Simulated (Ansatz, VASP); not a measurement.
# SiO2 (Cristobalite): VASP beside Ansatz

Aim: how closely do two programs agree when they are given the same cell, functional and k mesh? The structure shown is the start of the Ansatz relaxation below; VASP solves that cell, so the two are compared at the walk's first step.

Main program and level: Ansatz 0.2.0; plane waves, with VASP 6.6.1 beside it; single point at LDA.

### 1. Starting point

Symmetry: P4_12_12, No. 92, tetragonal system. The conventional cell has a = 4.976 Å, b = 4.976 Å, c = 6.914 Å, α = 90.00°, β = 90.00°, γ = 90.00°. Nearest to O lie 2 Si at 1.62 Å. Nearest to Si lie 4 O at 1.62 Å. Farther neighbours and most contacts between anions are not listed.

As a file:

```cif
data_structure
_symmetry_space_group_name_H-M 'P 1'
_symmetry_Int_Tables_number 1
_cell_length_a 4.9761
_cell_length_b 4.9761
_cell_length_c 6.9140
_cell_angle_alpha 90.000
_cell_angle_beta 90.000
_cell_angle_gamma 90.000
_cell_volume 171.20
loop_
_atom_site_label
_atom_site_type_symbol
_atom_site_fract_x
_atom_site_fract_y
_atom_site_fract_z
_atom_site_occupancy
O1 O 0.23722 0.11371 0.18353 1
O2 O 0.38629 0.73722 0.43353 1
O3 O 0.76278 0.88629 0.68353 1
O4 O 0.61371 0.26278 0.93353 1
O5 O 0.73722 0.38629 0.56647 1
O6 O 0.88629 0.76278 0.31647 1
O7 O 0.26278 0.61371 0.06647 1
O8 O 0.11371 0.23722 0.81647 1
Si9 Si 0.30455 0.30455 0.00000 1
Si10 Si 0.19545 0.80455 0.25000 1
Si11 Si 0.69545 0.69545 0.50000 1
Si12 Si 0.80455 0.19545 0.75000 1
```

### 2. Ansatz: relaxation, LDA

Ansatz runs on its PAW soft_1 files.

The two programs are compared at the cell with which this relaxation starts, whose forces are those of its first step.

File input.yaml:

```yaml
crystal:
  lattice:
    - [4.9761126129, 0.0, 0.0]
    - [0.0, 4.9761126129, 0.0]
    - [0.0, 0.0, 6.9140224227]
  atoms:
    - { symbol: O, position: [0.2372244518, 0.1137106022, 0.1835256194] }
    - { symbol: O, position: [0.3862893978, 0.7372244518, 0.4335256194] }
    - { symbol: O, position: [0.7627755482, 0.8862893978, 0.6835256194] }
    - { symbol: O, position: [0.6137106022, 0.2627755482, 0.9335256194] }
    - { symbol: O, position: [0.7372244518, 0.3862893978, 0.5664743806] }
    - { symbol: O, position: [0.8862893978, 0.7627755482, 0.3164743806] }
    - { symbol: O, position: [0.2627755482, 0.6137106022, 0.0664743806] }
    - { symbol: O, position: [0.1137106022, 0.2372244518, 0.8164743806] }
    - { symbol: Si, position: [0.3045514045, 0.3045514045, 0.0] }
    - { symbol: Si, position: [0.1954485955, 0.8045514045, 0.25] }
    - { symbol: Si, position: [0.6954485955, 0.6954485955, 0.5] }
    - { symbol: Si, position: [0.8045514045, 0.1954485955, 0.75] }
kpoints:
  mp_grid: { grid: [4, 4, 4] }
hamiltonian:
  xc: lda
  pseudopotentials: { kind: paw, azcp: { folder: soft_1 }, xc_functional: pbe }
scf:
  occupations: { method: fixed }
output:
  forces: true
  stress: true
  eigenvalues: true
relax:
  adjacent_minimum: "off"
  f_tol: 0.001
  max_steps: 60
  cell: { stress_tol: 0.01, fix: [volume] }
```

Command:

```sh
ansatz run input.yaml --threads 8 --pin off --max-ram 20480MiB --backend cpu --events-out ev --progress --plain --runs-dir out
```

Numbers of over 12 decimals in the logs are rounded to 6 here.

The log of the run:

```text
Engine: ansatz 0.2.0, aarch64-unknown-linux-gnu
Pseudopotentials: kind: paw
Pseudopotential: O, paw, valence charge 6, recommended cutoff 420 eV (normal), soft_1/O.paw.azcp
Pseudopotential: Si, paw, valence charge 4, recommended cutoff 420 eV (normal), soft_1/Si.paw.azcp
Functional definition: SPW92
  exchange = slater_x
  correlation = pw_c
Crystal: 12 atoms, lattice volume = 171.203 Å³
Basis set: ecut = 420 eV, 3355 PW (Γ)
Bands: 44, of which v1, the nominal top of the filled ones, is band 32 counted from 1 (31 counted from 0)
Symmetry: 8 space group operations
Space group: P41212 (ITA 92), of the structure as read, at distance tolerance 5.6e-5 Å
k-points: 18 of 64
Non-local potential: O, projectors of the file, l = 0: 2, l = 1: 2, l = 2: 1
Non-local potential: Si, projectors of the file, l = 0: 2, l = 1: 2, l = 2: 1
PAW form: soft (Blöchl's): semilocal exchange-correlation on the pseudo side does not see the compensation charge
PAW frozen core: O, regenerated for the run's functional, and the local potential with it (the file was generated under x = pbe(κ = 0.804, μ = 0.219515), c = pbe(β = 0.066725))
PAW frozen core: Si, regenerated for the run's functional, and the local potential with it (the file was generated under x = pbe(κ = 0.804, μ = 0.219515), c = pbe(β = 0.066725))
PAW one-centre angular grid: O, 110 points (default); XC on 64 Gauss nodes
PAW one-centre angular grid: Si, 110 points (default); XC on 64 Gauss nodes
Initial density: superposition of atomic densities (chi_scale 0.1, normalization cell, long waves kept (reshape's long-wave potential 0.00 eV rms))
Initial wavefunctions: pseudopotential atomic-orbital guess
Functional: x = slater, c = lda
SCF iter   1: F=—  HF=-6897.066173 eV  |F-HF|=—  |Δ(HF+E_count)|=         —  Δρ=1.17e-1  dr2=2.12e1  ethr=3.10e-3  ⟨swp⟩=4.7  Hψ=3187  notcnv=0  defer=165
preconditioner: auto → Resta (q_TF=auto, 2.316 Å⁻¹)  ε∞=2.6  [insulator: Δε(μ)=7.029 eV  Ē_g=17.687 eV  n_scr=36 (ndim 8)  ℏωp=22.7 eV  f_vac=0.100  ε∞_Penn≈2.6]
SCF iter   2: F=—  HF=-6891.092036 eV  |F-HF|=—  |Δ(HF+E_count)|=    5.97e0  Δρ=4.12e-2  dr2=1.16e0  ethr=3.10e-3  ⟨swp⟩=4.2  Hψ=2117  notcnv=0  defer=165
SCF iter   3: F=—  HF=-6890.831210 eV  |F-HF|=—  |Δ(HF+E_count)|=   2.61e-1  Δρ=1.91e-2  dr2=3.63e-1  ethr=1.82e-3  ⟨swp⟩=2.0  Hψ=734  notcnv=0  defer=172
SCF iter   4: F=—  HF=-6890.750935 eV  |F-HF|=—  |Δ(HF+E_count)|=   8.03e-2  Δρ=1.44e-3  dr2=2.85e-3  ethr=5.68e-4  ⟨swp⟩=2.8  Hψ=1251  notcnv=0  defer=177
SCF iter   5: F=—  HF=-6890.752950 eV  |F-HF|=—  |Δ(HF+E_count)|=   2.02e-3  Δρ=2.41e-4  dr2=1.35e-4  ethr=4.46e-6  ⟨swp⟩=2.6  Hψ=1254  notcnv=0  defer=177
SCF iter   6: F=—  HF=-6890.752990 eV  |F-HF|=—  |Δ(HF+E_count)|=   3.98e-5  Δρ=5.98e-5  dr2=6.71e-6  ethr=2.11e-7  ⟨swp⟩=2.7  Hψ=1254  notcnv=0  defer=177
SCF iter   7: F=—  HF=-6890.752996 eV  |F-HF|=—  |Δ(HF+E_count)|=   6.49e-6  Δρ=8.64e-6  dr2=1.31e-7  ethr=1.05e-8  ⟨swp⟩=2.5  Hψ=1276  notcnv=0  defer=165
SCF iter   8: F=-6890.752996 eV  HF=-6890.752996 eV  |F-HF|=2.84e-9  |Δ(HF+E_count)|=   1.24e-7  Δρ=1.57e-6  dr2=3.22e-9  ethr=1.56e-10  ⟨swp⟩=15.8  Hψ=5077  notcnv=0
SCF 1 converged in 8 iterations: F = -6890.752996 eV  dr2 = 3.22e-9
  greatest PAW one-centre occupation: 0.855 electrons in one spin orbital (limit 2), on the O atom at site 7 (counted from 0), in its partial waves of l = 0
relax step   1: F+E_penalty+E_count = -6890.75299640 eV  Δ(F+E_penalty+E_count) = +0.000e0 eV  max|allowed force component| = 1.710e-1 eV/Å  Δτ_max = 0.0000 Å  P = -3.376 GPa  Ω = 171.203 Å³  fix = [volume]  reactions: volume -3.376 GPa  (8 SCF iters, dr2 threshold 1.00e-7 eV, accepted)
[...]
relax step   6: F+E_penalty+E_count = -6890.78664703 eV  Δ(F+E_penalty+E_count) = -2.866e-5 eV  max|allowed force component| = 9.655e-5 eV/Å  Δτ_max = 0.0007 Å  P = -0.217 GPa  Ω = 171.203 Å³  energy of the carried Pulay correction = +1.697e-16 eV  fix = [volume]  reactions: volume -0.217 GPa  (8 SCF iters, accepted)
[...]
relax step   7: F+E_penalty+E_count = -6890.78653483 eV  Δ(F+E_penalty+E_count) = +1.122e-4 eV  max|allowed force component| = 7.438e-5 eV/Å  Δτ_max = 0.0000 Å  P = -0.215 GPa  Ω = 171.203 Å³  fix = [volume]  reactions: volume -0.215 GPa  stress off target by 2.72e-3 GPa on what of the cell is left free  SCF on the basis re-selected at this cell (its energy is not comparable with the rows above)  (6 SCF iters)
basis re-selected at this cell: Δ(F+E_penalty+E_count) = +1.122e-4 eV, ΔP = +0.002 GPa vs the last step (what re-selecting the basis moved, of the pressure what is left beyond the Pulay correction that the steps carried, after the strain that the cell walked since its last selection, with what the two solves' SCF thresholds leave and, on support functions, any second-order correction that the steps lacked; it is no m [...]
SCF converged after 6 iterations
Free energy (F): -6890.786535 eV
Harris-Foulkes:  -6890.786535 eV  (|F-HF|=1.82e-12)
Internal energy: -6890.786535 eV  (E = F + TS)
E sigma→0 (E₀):  -6890.786535 eV
Fermi energy:    1.068827 eV
--- Per-component energies (eV) ---
  E_band       = -372.301375
  E_kinetic    = 1547.990691
  E_local      = -4470.018077  (includes V_loc(G=0)·N_el)
  E_nonlocal   = 529.490946
  E_hartree    = 1659.191835
  E_xc         = -790.270504
  E_vxc        = -920.667830  (∫ρ·V_xc dr)
  E_paw        = -3165.231304  (= ΣΔE_a)
  E_vpaw       = -377.487659  (= ΣTr[D̂ρ^β])
  E_aug_tail   = 0.006856  (compensation charges beyond the density's cutoff)
  E_ewald      = -2203.059674
  E_core_change = 1.112695  (= ΣΔE_core)
  E_smearing   = -0.000000  (= −TS)
  E_closure    = 0.000000  (closes the sum)
  Σ components = -6890.786535   (vs F -6890.786535, Δ=0.00e0)
--- Forces (eV/Å), atoms counted from 1 ---
  atom   1  O     -0.00007438    -0.00002357     0.00004731
  atom   2  O      0.00002357    -0.00007438     0.00004731
  atom   3  O      0.00007438     0.00002357     0.00004731
  atom   4  O     -0.00002357     0.00007438     0.00004731
  atom   5  O     -0.00007438     0.00002357    -0.00004731
  atom   6  O      0.00002357     0.00007438    -0.00004731
  atom   7  O      0.00007438    -0.00002357    -0.00004731
  atom   8  O     -0.00002357    -0.00007438    -0.00004731
  atom   9  Si     0.00005328     0.00005328     0.00000000
  atom  10  Si    -0.00005328     0.00005328    -0.00000000
  atom  11  Si    -0.00005328    -0.00005328     0.00000000
  atom  12  Si     0.00005328    -0.00005328    -0.00000000
  max |Σ_I F_I| component: 2.60e-18 eV/Å
--- Stress (GPa, compression-positive) ---
       -0.216679       0.000000       0.000000
        0.000000      -0.216679      -0.000000
        0.000000      -0.000000      -0.212599
  P = ⅓ Tr σ = -0.2153 GPa (-2.153 kbar)
--- Band table (eV; the first three rows and the last of 18) ---
  k-point 0: bands = [... 28 lower, 0.3854, 0.7754, 0.7754, 1.0688, 6.5899, 9.6748, 9.6748, 10.1345, ... 8 higher]
  k-point 1: bands = [... 28 lower, 0.4304, 0.5738, 0.7456, 0.9529, 6.9407, 8.9414, 9.8933, 10.2567, ... 8 higher]
  k-point 2: bands = [... 28 lower, 0.5317, 0.5317, 0.6707, 0.6707, 7.8387, 7.8387, 10.2891, 10.2891, ... 8 higher]
  k-point 17: bands = [... 28 lower, 0.4430, 0.4430, 0.4430, 0.4430, 10.0846, 10.0846, 10.0846, 10.0846, ... 8 higher]
--- Relaxed structure (6 steps of the walk, 5 accepted, 1 SCFs on fresh bases) ---
  F+E_penalty+E_count = -6890.78653483 eV   max|allowed force component| = 7.438e-5 eV/Å   (the final SCF, on the basis selected at the relaxed cell)
  cell:  # Å, volume = 171.2029 Å³
    - [4.972521, 0.0, 0.0]
    - [0.0, 4.972521, 0]
    - [0.0, 0, 6.924014]
  atoms:
    - { symbol: O, position: [0.238561, 0.107201, 0.180375] }
    - { symbol: O, position: [0.392799, 0.738561, 0.430375] }
    - { symbol: O, position: [0.761439, 0.892799, 0.680375] }
    - { symbol: O, position: [0.607201, 0.261439, 0.930375] }
    - { symbol: O, position: [0.738561, 0.392799, 0.569625] }
    - { symbol: O, position: [0.892799, 0.761439, 0.319625] }
    - { symbol: O, position: [0.261439, 0.607201, 0.069625] }
    - { symbol: O, position: [0.107201, 0.238561, 0.819625] }
    - { symbol: Si, position: [0.301257, 0.301257, 0] }
    - { symbol: Si, position: [0.198743, 0.801257, 0.25] }
    - { symbol: Si, position: [0.698743, 0.698743, 0.5] }
    - { symbol: Si, position: [0.801257, 0.198743, 0.75] }
```

### 3. VASP: single point, LDA, start cell, pair 1

The same cell, functional (in two slightly different forms) and mesh now go to VASP, with its own data sets.

Lines of VASP's logs that name or quote its potential files are left out, and so is its time.

File INCAR:

```
SYSTEM = SiO2
PREC = Accurate
ENCUT = 520
EDIFF = 1E-06
NELM = 120
ISMEAR = 0
SIGMA = 0.01
LREAL = .FALSE.
ALGO = Normal
GGA = PW92
NBANDS = 44
LORBIT = 11
LWAVE = .FALSE.
LCHARG = .FALSE.
ISIF = 2
LASPH = .TRUE.
GGA_COMPAT = .FALSE.
EFERMI = MIDGAP
KPAR = 2
```

File POSCAR:

```
SiO2
1.0
    4.9761130000      0.0000000000      0.0000000000
    0.0000000000      4.9761130000      0.0000000000
    0.0000000000      0.0000000000      6.9140220000
O Si
8 4
Direct
    0.2372244661      0.1137104904      0.1835256129
    0.3862894090      0.7372243656      0.4335256129
    0.7627755338      0.8862893086      0.6835256129
    0.6137105909      0.2627754333      0.9335256129
    0.7372244661      0.3862893086      0.5664743871
    0.8862894090      0.7627754334      0.3164743871
    0.2627755338      0.6137104904      0.0664743871
    0.1137105909      0.2372243656      0.8164743871
    0.3045513637      0.3045512632      0.0000000000
    0.1954486363      0.8045512632      0.2500000000
    0.6954486363      0.6954485358      0.5000000000
    0.8045513637      0.1954485358      0.7500000000
```

File KPOINTS:

```
Automatic mesh
0
Gamma
4 4 4
0 0 0
```

The projector-augmented-wave data sets are O and Si (LDA family, release 64).

Command:

```sh
mpirun -np 2 vasp_std
```

The log of the run:

```text
[banner, memory and clock lines left out]
running    2 mpi-ranks, on    1 nodes
 distrk:  each k-point on    1 cores,    2 groups
 distr:  one band on    1 cores,    1 groups

 POSCAR found type information on POSCAR O Si
 POSCAR found :  2 types and      12 ions
|                                                                             |
|               ----> ADVICE to this user running VASP <----                  |
|                                                                             |
|     You enforced a specific xc type in the INCAR file but a different       |
|     [... a line on the potential file left out ...]
|     I HOPE YOU KNOW WHAT YOU ARE DOING!                                     |
|                                                                             |

 LDA part: xc-table for (Slater(with rela. corr.)+PW92), standard interpolation
 POSCAR, INCAR and KPOINTS ok, starting setup
 FFT: planning ... GRIDC
 FFT: planning ... GRID_SOFT
 FFT: planning ... GRID
 WAVECAR not read
 entering main loop
       N       E                     dE             d eps       ncg     rms          rms(c)
DAV:   1     0.383310001578E+03    0.38331E+03   -0.32898E+04  1592   0.133E+03
DAV:   2    -0.875306058767E+02   -0.47084E+03   -0.45390E+03  2040   0.308E+02
DAV:   3    -0.116815211812E+03   -0.29285E+02   -0.29144E+02  1920   0.821E+01
DAV:   4    -0.117198234200E+03   -0.38302E+00   -0.38232E+00  1976   0.103E+01
DAV:   5    -0.117205219060E+03   -0.69849E-02   -0.69796E-02  1948   0.137E+00    0.295E+01
DAV:   6    -0.104169206425E+03    0.13036E+02   -0.51088E+01  1860   0.325E+01    0.147E+01
DAV:   7    -0.103976090221E+03    0.19312E+00   -0.14544E+00  1888   0.511E+00    0.512E+00
DAV:   8    -0.103860296093E+03    0.11579E+00   -0.72994E-02  1924   0.163E+00    0.199E+00
DAV:   9    -0.103839952874E+03    0.20343E-01   -0.28276E-02  2000   0.103E+00    0.307E-01
DAV:  10    -0.103840902669E+03   -0.94979E-03   -0.33094E-03  1888   0.277E-01    0.117E-01
DAV:  11    -0.103840845730E+03    0.56939E-04   -0.86542E-04  1904   0.152E-01    0.148E-02
DAV:  12    -0.103840849696E+03   -0.39662E-05   -0.22477E-05  1836   0.221E-02    0.102E-02
DAV:  13    -0.103840850376E+03   -0.67953E-06   -0.75610E-06  1820   0.126E-02
   1 F= -.10384085E+03 E0= -.10384085E+03  d E =0.000000E+00
```

OUTCAR, selected parts (step 3):

```text
ion  position               nearest neighbor table
   1  0.237  0.114  0.184-  10 1.62   9 1.62
   2  0.386  0.737  0.434-  11 1.62  10 1.62
   3  0.763  0.886  0.684-  12 1.62  11 1.62
   4  0.614  0.263  0.934-   9 1.62  12 1.62
   5  0.737  0.386  0.566-  11 1.62  12 1.62
   6  0.886  0.763  0.316-  10 1.62  11 1.62
   7  0.263  0.614  0.066-   9 1.62  10 1.62
   8  0.114  0.237  0.816-  12 1.62   9 1.62
   9  0.305  0.305  0.000-   4 1.62   7 1.62   1 1.62   8 1.62  10 3.08  12 3.08  10 3.08  12 3.08

  LATTYP: Found a simple tetragonal cell.
 ALAT       =     4.9761130000
 C/A-ratio  =     1.3894423217

 Subroutine GETGRP returns: Found  8 space group operations
 (whereof  2 operations were pure point group operations)

The static configuration has the point symmetry C_2 .
 The point group associated with its full space group is D_4 .

 Found     18 irreducible k-points:

   k-points           NKPTS =     18   k-points in BZ     NKDIM =     18   number of bands    NBANDS=     44

   dimension x,y,z NGX =    40 NGY =   40 NGZ =   54
   dimension x,y,z NGXF=    80 NGYF=   80 NGZF=  108

   ENCUT  =  520.0 eV  38.22 Ry    6.18 a.u.   9.25  9.25 12.86*2*pi/ulx,y,z

   NELECT =      64.0000    total number of electrons

 k-points in reciprocal lattice and weights: Automatic mesh
   0.00000000  0.00000000  0.00000000       0.016
   0.25000000  0.00000000  0.00000000       0.062
   0.50000000  0.00000000  0.00000000       0.031
   0.25000000  0.25000000  0.00000000       0.062
   0.50000000  0.25000000  0.00000000       0.062
   0.50000000  0.50000000  0.00000000       0.016
   0.00000000  0.00000000  0.25000000       0.031
   0.25000000  0.00000000  0.25000000       0.125
   0.50000000  0.00000000  0.25000000       0.062
[...]
0.50000000  0.25000000  0.50000000       0.062
   0.50000000  0.50000000  0.50000000       0.016

 average (electrostatic) potential at core
       1 -74.5736       2 -74.5736       3 -74.5736       4 -74.5736       5 -74.5736
       6 -74.5736       7 -74.5736       8 -74.5736       9 -89.2663      10 -89.2663
      11 -89.2663      12 -89.2663

 E-fermi :   2.6270

 k-point     1 :       0.0000    0.0000    0.0000
  band No.  band energies     occupation
    ...
     28      -1.3851      2.00000
     29      -0.7773      2.00000
     30      -0.4149      2.00000
     31      -0.4149      2.00000
     32      -0.0960      2.00000
     33       5.3499      0.00000
     34       8.4096      0.00000
     35       8.4096      0.00000
     36       8.9106      0.00000
     37       8.9106      0.00000
    ...

 k-point     2 :       0.2500    0.0000    0.0000
  band No.  band energies     occupation
    ...
     28      -1.1625      2.00000
     29      -0.8569      2.00000
     30      -0.5878      2.00000
     31      -0.4735      2.00000
     32      -0.2726      2.00000
     33       5.9889      0.00000
     34       8.5396      0.00000
     35       8.5866      0.00000
     36       8.8287      0.00000
     37       8.8828      0.00000
    ...

 k-point     3 :       0.5000    0.0000    0.0000
  band No.  band energies     occupation
    ...
     28      -1.0885      2.00000
     29      -0.7464      2.00000
     30      -0.7464      2.00000
     31      -0.5925      2.00000
     32      -0.5925      2.00000
     33       7.3936      0.00000
     34       7.3936      0.00000
     35       8.8334      0.00000
     36       8.8334      0.00000
     37       9.4152      0.00000
    ...

  Total       -3.2938477     -3.2938477     -3.3761754      0.0000000      0.0000000      0.0000000
  in kB      -30.8249851    -30.8249851    -31.5954367      0.0000000      0.0000000      0.0000000
  external PRESSURE =     -31.0818023 kB  Pullay stress =       0.0000000 kB

  energy-cutoff  :      520.00
  volume of cell :      171.20
      direct lattice vectors                 reciprocal lattice vectors
     4.976113000  0.000000000  0.000000000     0.200960067  0.000000000  0.000000000
     0.000000000  4.976113000  0.000000000     0.000000000  0.200960067  0.000000000
     0.000000000  0.000000000  6.914022000     0.000000000  0.000000000  0.144633616

 POSITION                                       TOTAL-FORCE (eV/Angst)
 -----------------------------------------------------------------------------------
      1.18046      0.56584      1.26890         0.025860     -0.132135     -0.170026
      1.92222      3.66851      2.99741         0.132135      0.025860     -0.170026
      3.79566      4.41028      4.72591        -0.025860      0.132135     -0.170026
      3.05389      1.30760      6.45442        -0.132135     -0.025860     -0.170026
      3.66851      1.92222      3.91662         0.025860      0.132135      0.170026
      4.41028      3.79566      2.18811         0.132135     -0.025860      0.170026
      1.30760      3.05389      0.45961        -0.025860     -0.132135      0.170026
      0.56584      1.18046      5.64512        -0.132135      0.025860      0.170026
      1.51548      1.51548      0.00000         0.007997      0.007997     -0.000000
      0.97257      4.00354      1.72851        -0.007997      0.007997     -0.000000
      3.46063      3.46063      3.45701        -0.007997     -0.007997     -0.000000
      4.00354      0.97257      5.18552         0.007997     -0.007997     -0.000000
 -----------------------------------------------------------------------------------
    total drift:                                0.000561      0.001068      0.000000

  FREE ENERGIE OF THE ION-ELECTRON SYSTEM (eV)
  ---------------------------------------------------
  free  energy   TOTEN  =      -103.8408503759 eV

  energy  without entropy=     -103.8408503759  energy(sigma->0) =     -103.84085038

 total charge
# of ion       s       p       d       tot
------------------------------------------
    1        1.539   3.676   0.000   5.215
    2        1.539   3.676   0.000   5.215
    3        1.539   3.676   0.000   5.215
    4        1.539   3.676   0.000   5.215
    5        1.539   3.676   0.000   5.215
    6        1.539   3.676   0.000   5.215
    7        1.539   3.676   0.000   5.215
    8        1.539   3.676   0.000   5.215
    9        0.650   1.009   0.000   1.658
   10        0.650   1.009   0.000   1.658
   11        0.650   1.009   0.000   1.658
   12        0.650   1.009   0.000   1.658
--------------------------------------------------
tot         14.909  33.441   0.000  48.350

[... 3 further parts left out ...]
```

The run ends at a pressure of -3.11 GPa, with forces up to 0.22 eV/Å.

[end of part 1 of 2]

[Lines on the potential files, build, host, timing and source positions are cut from VASP's logs without a mark.]

[Logs are printed without paths, hosts, clocks, repeated set-up lines and the standing remarks that a program may print on its own settings, such as how far it seeks lower states.]

[Hosts, paths, dates, database ids (printed as entryN), source tags and the programs' standing remarks are cut or masked in the printed files.]
